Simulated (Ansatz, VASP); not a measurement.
# PbS2: VASP beside Ansatz, part 2 of 3

Wanted: the spread between two codes on one cell, functional and k mesh. The cell is generated by rule, not measured, and may not be a known phase. The cell is taken from a series of runs on this material, whose earlier steps may have relaxed, scaled, displaced or heated it; both programs get it as it stands.

VASP 6.6.1 and Ansatz 0.2.0.

So far: Starting point; Ansatz: zone-centre phonons, PBEsol.

## Step 3: VASP: zone-centre phonons, PBEsol

Level of this step: PBEsol; plane waves and PAW (Pb_d, S); invented cell (VASP).

The same cell, functional, mesh and smearing now go to VASP, with its own data sets.

Lines of VASP's logs that name or quote its potential files are left out, and so is its time.

The input, INCAR:

```
SYSTEM = PbS2
PREC = Accurate
ENCUT = 500
EDIFF = 1E-08
NELM = 120
ISMEAR = 1
SIGMA = 0.15
LREAL = .FALSE.
ALGO = Normal
GGA = PS
NBANDS = 32
LORBIT = 11
LWAVE = .FALSE.
LCHARG = .FALSE.
ISIF = 2
IBRION = 8
LASPH = .TRUE.
GGA_COMPAT = .FALSE.
KPAR = 2
```

The input, POSCAR:

```
PbS2
1.0
    4.0995066559      0.0000000000      0.0000000000
    0.0000000000      4.0995066559      0.0000000000
    0.0000000000      0.0000000000      9.0163318224
Pb S
2 4
Direct
    0.5000000000      0.5000000000      0.5000000000
    0.0000000000      0.0000000000      0.0000000000
    0.0000000000      0.5000000000      0.8306711835
    0.5000000000      0.0000000000      0.1693288165
    0.0000000000      0.5000000000      0.3306711835
    0.5000000000      0.0000000000      0.6693288165
```

The input, KPOINTS:

```
Automatic mesh
0
Gamma
8 8 4
0 0 0
```

Potentials, in the order of the species: Pb_d and S (PBE family, release 64).

On the command line:

```
> mpirun -np 2 vasp_std
```

The log of the run:

```text
[banner, memory and clock lines left out]
running    2 mpi-ranks, on    1 nodes
 distrk:  each k-point on    1 cores,    2 groups
 distr:  one band on    1 cores,    1 groups

 POSCAR found type information on POSCAR PbS
 POSCAR found :  2 types and       6 ions
|                                                                             |
|               ----> ADVICE to this user running VASP <----                  |
|                                                                             |
|     You enforced a specific xc type in the INCAR file but a different       |
|     [... a line on the potential file left out ...]
|     I HOPE YOU KNOW WHAT YOU ARE DOING!                                     |
|                                                                             |

 LDA part: xc-table for (Slater+PW92), standard interpolation
 POSCAR, INCAR and KPOINTS ok, starting setup
 FFT: planning ... GRIDC
 FFT: planning ... GRID_SOFT
 FFT: planning ... GRID
 WAVECAR not read
 entering main loop
       N       E                     dE             d eps       ncg     rms          rms(c)
DAV:   1     0.530171417260E+03    0.53017E+03   -0.23063E+04  2880   0.158E+03
DAV:   2     0.391418032998E+02   -0.49103E+03   -0.47639E+03  3096   0.418E+02
DAV:   3    -0.235648652895E+02   -0.62707E+02   -0.61340E+02  3936   0.165E+02
DAV:   4    -0.259477282863E+02   -0.23829E+01   -0.23694E+01  3336   0.364E+01
DAV:   5    -0.260669865462E+02   -0.11926E+00   -0.11922E+00  4520   0.808E+00    0.110E+01
DAV:   6    -0.251729700357E+02    0.89402E+00   -0.18328E+00  4048   0.160E+01    0.763E+00
DAV:   7    -0.251440409317E+02    0.28929E-01   -0.78633E-01  4632   0.490E+00    0.155E+00
DAV:   8    -0.251287943625E+02    0.15247E-01   -0.12876E-01  4136   0.352E+00    0.745E-01
DAV:   9    -0.251292164844E+02   -0.42212E-03   -0.10163E-02  4024   0.718E-01    0.210E-01
DAV:  10    -0.251291190474E+02    0.97437E-04   -0.92727E-04  4352   0.231E-01    0.138E-01
DAV:  11    -0.251292068299E+02   -0.87782E-04   -0.19244E-04  4072   0.117E-01    0.205E-02
DAV:  12    -0.251291977223E+02    0.91076E-05   -0.33011E-05  4072   0.616E-02    0.156E-02
DAV:  13    -0.251291981296E+02   -0.40727E-06   -0.68598E-06  3848   0.173E-02    0.281E-03
DAV:  14    -0.251291981389E+02   -0.93141E-08   -0.68089E-07  3320   0.529E-03    0.168E-03
DAV:  15    -0.251291981840E+02   -0.45085E-07   -0.54317E-08  3176   0.218E-03    0.137E-03
DAV:  16    -0.251291982213E+02   -0.37348E-07   -0.44100E-08  2936   0.147E-03    0.152E-04
DAV:  17    -0.251291982202E+02    0.11069E-08   -0.63980E-09  2272   0.726E-04
   1 F= -.25129198E+02 E0= -.25129174E+02  d E =-.732835E-04
 Linear response reoptimize wavefunctions to high precision
DAV:   1    -0.251291982287E+02   -0.84547E-08   -0.17393E-09  2208   0.373E-04
DAV:   2    -0.251291982288E+02   -0.11551E-09   -0.58056E-10  2160   0.248E-04
DAV:   3    -0.251291982287E+02    0.41837E-10   -0.24509E-10  2024   0.150E-04
 Linear response DOF=           5
 Linear response progress:
  Degree of freedom:   1/  5
       N       E                     dE             d eps       ncg     rms          rms(c)
RMM:   1    -0.330377600914E+00   -0.33038E+00   -0.93264E-02  8670   0.471E+00
RMM:   2    -0.332189887431E+00   -0.18123E-02   -0.19340E-02  8703   0.973E-01    0.104E-01
RMM:   3    -0.332109160745E+00    0.80727E-04   -0.22887E-03 10257   0.285E-01    0.638E-02
RMM:   4    -0.331547965872E+00    0.56119E-03   -0.29457E-04 10340   0.109E-01    0.692E-03
RMM:   5    -0.331582941836E+00   -0.34976E-04   -0.25008E-05 10545   0.381E-02    0.487E-03
RMM:   6    -0.331625719360E+00   -0.42778E-04   -0.63453E-06 10467   0.169E-02    0.115E-03
RMM:   7    -0.331631693273E+00   -0.59739E-05   -0.15119E-06 10522   0.740E-03    0.748E-04
RMM:   8    -0.331637789570E+00   -0.60963E-05   -0.24497E-06 10489   0.312E-03    0.217E-04
RMM:   9    -0.331637646663E+00    0.14291E-06   -0.44592E-07 10611   0.133E-03    0.928E-05
RMM:  10    -0.331637153487E+00    0.49318E-06    0.20065E-07 10639   0.655E-04    0.529E-05
RMM:  11    -0.331637193966E+00   -0.40480E-07    0.42341E-07 10775   0.372E-04    0.177E-05
RMM:  12    -0.331637297973E+00   -0.10401E-06    0.21144E-07 10655   0.230E-04    0.124E-05
RMM:  13    -0.331637391387E+00   -0.93414E-07    0.68931E-08 11134   0.155E-04    0.610E-06
RMM:  14    -0.331637404988E+00   -0.13601E-07    0.70913E-08 11392   0.112E-04    0.435E-06
RMM:  15    -0.331637443188E+00   -0.38199E-07    0.21622E-08 11685   0.907E-05    0.114E-06
RMM:  16    -0.331637446604E+00   -0.34165E-08   -0.22548E-08 11243   0.790E-05    0.754E-07
 first order change of Fermi-energy   0.15534E-04
 force on displaced ion       1 direction 1 :  -6.407   0.000   0.002
 Linear response progress:
  Degree of freedom:   2/  5
       N       E                     dE             d eps       ncg     rms          rms(c)
RMM:   1    -0.351443363795E+00   -0.35144E+00   -0.87332E-02  7328   0.469E+00
RMM:   2    -0.352471065007E+00   -0.10277E-02   -0.18073E-02  7272   0.885E-01    0.182E-01
RMM:   3    -0.352067433830E+00    0.40363E-03   -0.19915E-03  8606   0.278E-01    0.105E-01
RMM:   4    -0.351433573467E+00    0.63386E-03   -0.36575E-04  8415   0.114E-01    0.245E-02
RMM:   5    -0.351373798623E+00    0.59775E-04   -0.68479E-05  8889   0.465E-02    0.111E-02
RMM:   6    -0.351395600788E+00   -0.21802E-04   -0.18121E-05  8761   0.193E-02    0.666E-03
RMM:   7    -0.351470398730E+00   -0.74798E-04   -0.81555E-06  8422   0.119E-02    0.260E-03
RMM:   8    -0.351466079839E+00    0.43189E-05   -0.20965E-06  8575   0.457E-03    0.838E-04
RMM:   9    -0.351472961330E+00   -0.68815E-05   -0.74754E-07  8780   0.183E-03    0.307E-04
RMM:  10    -0.351473233572E+00   -0.27224E-06   -0.16106E-07  8568   0.969E-04    0.131E-04
RMM:  11    -0.351473877995E+00   -0.64442E-06   -0.25093E-07  9067   0.489E-04    0.283E-05
RMM:  12    -0.351473925873E+00   -0.47878E-07   -0.24431E-07  9061   0.275E-04    0.111E-05
RMM:  13    -0.351474003260E+00   -0.77387E-07    0.10492E-08  8825   0.164E-04    0.453E-06
RMM:  14    -0.351474011043E+00   -0.77823E-08   -0.39084E-08  9478   0.113E-04    0.352E-06
 first order change of Fermi-energy   0.35087E-04
 force on displaced ion       1 direction 3 :   0.000   0.000 -11.187
 Linear response progress:
  Degree of freedom:   3/  5
       N       E                     dE             d eps       ncg     rms          rms(c)
RMM:   1    -0.111125891216E+00   -0.11113E+00   -0.23522E-02 12167   0.132E+00
RMM:   2    -0.107225570521E+00    0.39003E-02   -0.55755E-03  9173   0.397E-01    0.840E-02
RMM:   3    -0.107261220669E+00   -0.35650E-04   -0.99187E-04 10358   0.169E-01    0.409E-02
RMM:   4    -0.107367230279E+00   -0.10601E-03   -0.10080E-04 10246   0.558E-02    0.224E-02
RMM:   5    -0.107501929768E+00   -0.13470E-03   -0.25533E-05 10358   0.286E-02    0.614E-03
RMM:   6    -0.107500434480E+00    0.14953E-05   -0.40966E-06 10502   0.106E-02    0.232E-03
RMM:   7    -0.107506705274E+00   -0.62708E-05   -0.54653E-07 10410   0.331E-03    0.427E-04
RMM:   8    -0.107507168421E+00   -0.46315E-06   -0.47796E-09 11028   0.118E-03    0.256E-04
RMM:   9    -0.107507162860E+00    0.55606E-08   -0.86788E-08 10797   0.531E-04    0.521E-05
 first order change of Fermi-energy  -0.12771E-03
 force on displaced ion       3 direction 1 :   0.003   0.000  -0.000
 Linear response progress:
  Degree of freedom:   4/  5
       N       E                     dE             d eps       ncg     rms          rms(c)
RMM:   1    -0.112335770001E+00   -0.11234E+00   -0.26604E-02 12449   0.171E+00
RMM:   2    -0.103977482754E+00    0.83583E-02   -0.19731E-03  8818   0.617E-01    0.180E-01
RMM:   3    -0.105134052407E+00   -0.11566E-02   -0.17777E-03 10506   0.211E-01    0.631E-02
RMM:   4    -0.105465974143E+00   -0.33192E-03   -0.20746E-04  9992   0.820E-02    0.161E-02
RMM:   5    -0.105507032854E+00   -0.41059E-04   -0.33311E-05 10585   0.316E-02    0.739E-03
RMM:   6    -0.105469300904E+00    0.37732E-04   -0.67608E-06 10657   0.149E-02    0.176E-03
RMM:   7    -0.105479251677E+00   -0.99508E-05   -0.15270E-06 10738   0.558E-03    0.115E-03
RMM:   8    -0.105482611422E+00   -0.33597E-05   -0.26315E-07 10868   0.227E-03    0.345E-04
RMM:   9    -0.105481847062E+00    0.76436E-06   -0.12258E-07 11159   0.832E-04    0.135E-04
RMM:  10    -0.105481480714E+00    0.36635E-06   -0.90129E-08 11077   0.308E-04    0.399E-05
RMM:  11    -0.105481884979E+00   -0.40427E-06   -0.10251E-07 11261   0.169E-04    0.135E-05
RMM:  12    -0.105481909593E+00   -0.24614E-07    0.13157E-07 11491   0.970E-05    0.478E-06
RMM:  13    -0.105481888316E+00    0.21278E-07   -0.58397E-09 11718   0.721E-05    0.165E-06
RMM:  14    -0.105481882071E+00    0.62449E-08    0.22521E-08 10873   0.619E-05    0.715E-07
 first order change of Fermi-energy   0.24614E-03
 force on displaced ion       3 direction 2 :   0.000  -8.244  -0.003
 Linear response progress:
  Degree of freedom:   5/  5
       N       E                     dE             d eps       ncg     rms          rms(c)
RMM:   1    -0.126988767149E+00   -0.12699E+00   -0.26828E-02 10119   0.169E+00
RMM:   2    -0.119885529810E+00    0.71032E-02   -0.31169E-03  7456   0.573E-01    0.184E-01
RMM:   3    -0.120529591391E+00   -0.64406E-03   -0.14107E-03  8724   0.218E-01    0.638E-02
RMM:   4    -0.120690815775E+00   -0.16122E-03   -0.15748E-04  8683   0.733E-02    0.289E-02
RMM:   5    -0.120759119694E+00   -0.68304E-04   -0.33851E-05  8512   0.301E-02    0.141E-02
RMM:   6    -0.120774123897E+00   -0.15004E-04   -0.46525E-06  8544   0.153E-02    0.559E-03
RMM:   7    -0.120761681285E+00    0.12443E-04   -0.19158E-06  8978   0.598E-03    0.180E-03
RMM:   8    -0.120759998013E+00    0.16833E-05    0.40539E-08  8388   0.200E-03    0.675E-04
RMM:   9    -0.120761868684E+00   -0.18707E-05   -0.65466E-08  8655   0.909E-04    0.159E-04
RMM:  10    -0.120762284680E+00   -0.41600E-06    0.17825E-07  9025   0.405E-04    0.489E-05
RMM:  11    -0.120762166164E+00    0.11852E-06    0.27964E-08  8984   0.207E-04    0.177E-05
RMM:  12    -0.120762201349E+00   -0.35186E-07   -0.76486E-08  9201   0.122E-04    0.101E-05
RMM:  13    -0.120762181691E+00    0.19658E-07    0.17902E-08  9588   0.781E-05    0.299E-06
RMM:  14    -0.120762177901E+00    0.37906E-08    0.43382E-08  8929   0.651E-05    0.115E-06
 first order change of Fermi-energy  -0.46999E+00
 force on displaced ion       3 direction 3 :   0.000   0.000  -6.008
 Linear response finished
```

(Part 2 of 3 ends here.)

[Lines on the potential files, build, host, timing and source positions are cut from VASP's logs without a mark.]

[Logs are printed without paths, hosts, clocks, repeated set-up lines and the standing remarks that a program may print on its own settings, such as how far it seeks lower states.]

[Hosts, paths, dates, database ids (printed as entryN), source tags and the programs' standing remarks are cut or masked in the printed files.]
